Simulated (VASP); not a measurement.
Energy against volume of MgB$_{2}$ (AlB2 type). Calculation: PW91 GGA, VASP's PBE PAW potentials (set 64) (plane waves; VASP). Numerical set-up: 520 eV cut-off, 11×11×9 Γ-centred mesh, first-order Methfessel-Paxton smearing of 0.10 eV, potentials Mg B.

Shape and ions are relaxed at each volume.

```json
[
 {"V (Å³/atom)": "9.032", "E (eV/atom)": "-5.08804"},
 {"V (Å³/atom)": "9.320", "E (eV/atom)": "-5.10139"},
 {"V (Å³/atom)": "9.608", "E (eV/atom)": "-5.10575"},
 {"V (Å³/atom)": "9.897", "E (eV/atom)": "-5.10225"}
]
```

Task: Fit these four points and predict the energy of the run at 10.185 Å³/atom.

Result: A cubic in V^(−2/3), the third-order Birch-Murnaghan form, passes through the four points with V0 = 9.62 Å³/atom and B0 = 145 GPa, and gives -5.0919 eV/atom there. The run gave -5.0919 eV/atom, -0.0 meV/atom from the fit; all five points give B0 = 145 GPa.

The compound is MgB2 in the AlB2 type structure. It was relaxed first.
